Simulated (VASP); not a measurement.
Level of theory: revTPSS meta-GGA, VASP's PBE PAW potentials (set 64) (plane waves; VASP 6.6.1).

Input for VASP

### INCAR
```
SYSTEM = AlN
PREC = Accurate; ENCUT = 520; LREAL = .False.
LASPH = .True.
EDIFF = 1E-6; NELM = 100; ALGO = Normal
LMIXTAU = .True.
ISMEAR = 0; SIGMA = 0.05
METAGGA = RTPSS
IBRION = 2; NSW = 60; ISIF = 3
EDIFFG = -0.02
LWAVE = .False.; LCHARG = .False.
```

KPOINTS:
```
K-points
0
G
 7 7 4
0 0 0
```

File POSCAR:
```
AlN
1
    1.5566497979    -2.6961965337    -0.0000000000
    1.5566497979     2.6961965337     0.0000000000
    0.0000000000     0.0000000000     4.9837267432
Al N
2 2
Direct
  0.6666670000   0.3333330000   0.5000242274
  0.3333330000   0.6666670000   0.0000242274
  0.6666670000   0.3333330000   0.8819757726
  0.3333330000   0.6666670000   0.3819757726
```

POTCAR, in this order: Al N (PBE.64 set). Program: vasp_std.

Output

File OSZICAR:
```
       N       E                     dE             d eps       ncg     rms          rms(c)
DAV:   1     0.111804029629E+03    0.11180E+03   -0.77642E+03   588   0.140E+03
DAV:   2    -0.223694454284E+02   -0.13417E+03   -0.12478E+03  1016   0.380E+02
DAV:   3    -0.307914649200E+02   -0.84220E+01   -0.83182E+01   856   0.104E+02
DAV:   4    -0.310744485460E+02   -0.28298E+00   -0.28212E+00   932   0.235E+01
DAV:   5    -0.310790714482E+02   -0.46229E-02   -0.46201E-02   880   0.321E+00    0.131E+01
DAV:   6    -0.358916972115E+02   -0.48126E+01   -0.16157E+01   584   0.553E+01    0.528E+00
DAV:   7    -0.347026520964E+02    0.11890E+01   -0.24994E+00   640   0.157E+01    0.172E+00
DAV:   8    -0.357364502870E+02   -0.10338E+01   -0.61733E-01   600   0.919E+00    0.130E+00
DAV:   9    -0.352257876531E+02    0.51066E+00   -0.38877E-01   584   0.733E+00    0.291E-01
DAV:  10    -0.357814021042E+02   -0.55561E+00   -0.28920E-01   576   0.599E+00    0.160E-01
DAV:  11    -0.358080944439E+02   -0.26692E-01   -0.46148E-03   740   0.833E-01    0.172E-01
DAV:  12    -0.358082562213E+02   -0.16178E-03   -0.30385E-05   668   0.581E-02    0.178E-01
DAV:  13    -0.358312443978E+02   -0.22988E-01   -0.36697E-03   576   0.614E-01    0.151E-01
DAV:  14    -0.358366234727E+02   -0.53791E-02   -0.24778E-03   576   0.545E-01    0.847E-02
DAV:  15    -0.358366121911E+02    0.11282E-04   -0.47854E-05   716   0.693E-02    0.745E-02
DAV:  16    -0.358366198178E+02   -0.76267E-05   -0.52070E-05   584   0.735E-02    0.707E-02
DAV:  17    -0.358366928142E+02   -0.72996E-04   -0.11502E-05   580   0.436E-02    0.690E-02
DAV:  18    -0.358366979097E+02   -0.50956E-05   -0.64917E-06   580   0.280E-02    0.669E-02
DAV:  19    -0.358366970596E+02    0.85009E-06   -0.97128E-08   424   0.299E-03
   1 F= -.35836697E+02 E0= -.35836697E+02  d E =-.358367E+02
       N       E                     dE             d eps       ncg     rms          rms(c)
DAV:   1    -0.358375622205E+02   -0.86431E-03   -0.64355E-02   640   0.243E+00    0.382E-01
DAV:   2    -0.358365569944E+02    0.10052E-02   -0.83020E-03   652   0.708E-01    0.128E-01
DAV:   3    -0.358366481574E+02   -0.91163E-04   -0.44662E-04   664   0.183E-01    0.473E-02
DAV:   4    -0.358366993721E+02   -0.51215E-04   -0.66325E-05   584   0.940E-02    0.221E-02
DAV:   5    -0.358364777694E+02    0.22160E-03   -0.10303E-04   576   0.120E-01    0.909E-03
DAV:   6    -0.358367012968E+02   -0.22353E-03   -0.23369E-05   576   0.576E-02    0.671E-03
DAV:   7    -0.358366628810E+02    0.38416E-04   -0.27434E-06   604   0.207E-02    0.115E-03
DAV:   8    -0.358367227697E+02   -0.59889E-04   -0.36963E-06   576   0.252E-02    0.899E-04
DAV:   9    -0.358367189495E+02    0.38203E-05   -0.39816E-08   288   0.279E-03    0.328E-04
DAV:  10    -0.358367190965E+02   -0.14702E-06   -0.21975E-09   288   0.531E-04
   2 F= -.35836719E+02 E0= -.35836719E+02  d E =-.220369E-04
       N       E                     dE             d eps       ncg     rms          rms(c)
DAV:   1    -0.358373874663E+02   -0.66852E-03   -0.16097E-02   644   0.122E+00    0.184E-01
DAV:   2    -0.358371587530E+02    0.22871E-03   -0.20461E-03   660   0.351E-01    0.550E-02
DAV:   3    -0.358372338539E+02   -0.75101E-04   -0.10987E-04   652   0.911E-02    0.186E-02
DAV:   4    -0.358371801616E+02    0.53692E-04   -0.14000E-05   592   0.433E-02    0.102E-02
DAV:   5    -0.358372148660E+02   -0.34704E-04   -0.23143E-05   576   0.568E-02    0.498E-03
DAV:   6    -0.358372142754E+02    0.59060E-06   -0.55330E-06   576   0.277E-02
   3 F= -.35837214E+02 E0= -.35837214E+02  d E =-.517216E-03
```

### OUTCAR
```
------------------------ aborting loop because EDIFF is reached ----------------------------------------
  FORCE on cell =-STRESS in cart. coord.  units (eV):
  Direction    XX          YY          ZZ          XY          YZ          ZX
  --------------------------------------------------------------------------------------
  Total       -0.0082905     -0.0082905      0.0210598      0.0000000      0.0000000      0.0000000
  in kB       -0.3161444     -0.3161444      0.8030809      0.0000000      0.0000000      0.0000000
  external PRESSURE =       0.0569307 kB  Pullay stress =       0.0000000 kB
  volume of cell :       42.02
      direct lattice vectors                 reciprocal lattice vectors
     1.558812643 -2.699942691  0.000000000     0.320756957 -0.185189116 -0.000000000
     1.558812643  2.699942691  0.000000000     0.320756957  0.185189116  0.000000000
     0.000000000 -0.000000000  4.991464915    -0.000000000  0.000000000  0.200341987
  FREE ENERGIE OF THE ION-ELECTRON SYSTEM (eV)
  ---------------------------------------------------
  free  energy   TOTEN  =       -35.8372142754 eV

  energy  without entropy=      -35.8372142754  energy(sigma->0) =      -35.83721428

 reached required accuracy - stopping structural energy minimisation
```
(Selected blocks of OUTCAR.)

**CONTCAR**
```
AlN
   1.00000000000000
     1.5588126429936859   -2.6999426912667612    0.0000000000000000
     1.5588126429936859    2.6999426912667612    0.0000000000000000
     0.0000000000000000   -0.0000000000000000    4.9914649148441255
  Al              N
     2     2
Direct
     0.6666669999999968    0.3333330000000032    0.5000393354280751
     0.3333330000000032    0.6666669999999968    0.0000393354280751
     0.6666669999999968    0.3333330000000032    0.8819606645719228
     0.3333330000000032    0.6666669999999968    0.3819606645719228
```

OUTCAR:
```
 val. band max:        6.0324684079   @ k =   0.0000   0.0000   0.0000

 cond. band min:      10.1380992255   @ k =   0.0000   0.0000   0.0000


 Fermi energy:         6.2897749348

 k-point     1 :       0.0000    0.0000    0.0000
  band No.  band energies     occupation
      1      -9.6185      2.00000
      2      -7.5153      2.00000
      3      -0.0386      2.00000
      4       5.1623      2.00000
      5       5.1623      2.00000
      6       5.8051      2.00000
      7       5.8051      2.00000
      8       6.0325      2.00000
      9      10.1381      0.00000
     10      12.8162      0.00000
     11      16.6676      0.00000
     12      17.4259      0.00000

 k-point     2 :       0.1429   -0.0000    0.0000
  band No.  band energies     occupation
      1      -9.3637      2.00000
      2      -7.3770      2.00000
      3       0.2740      2.00000
      4       4.0438      2.00000
      5       4.7561      2.00000
      6       4.8544      2.00000
      7       5.7556      2.00000
      8       5.9114      2.00000
      9      11.2081      0.00000
     10      13.7196      0.00000
     11      15.5635      0.00000
     12      16.0773      0.00000

 k-point     3 :       0.2857    0.0000    0.0000
  band No.  band energies     occupation
      1      -8.6757      2.00000
      2      -7.0836      2.00000
      3       1.1584      2.00000
      4       2.0380      2.00000
      5       3.1221      2.00000
      6       4.3222      2.00000
      7       5.4309      2.00000
      8       5.5513      2.00000
      9      12.3133      0.00000
     10      13.2594      0.00000
     11      14.0196      0.00000
     12      16.4493      0.00000

 k-point     4 :       0.4286    0.0000    0.0000
  band No.  band energies     occupation
      1      -7.8672      2.00000
      2      -6.9782      2.00000
      3       0.6816      2.00000
      4       1.9821      2.00000
      5       2.3551      2.00000
      6       3.9733      2.00000
...
```

The compound is AlN in the wurtzite structure. This run relaxes it. Symmetry was kept, so distortions that lower it aren't found. The start is the result of an earlier pass.
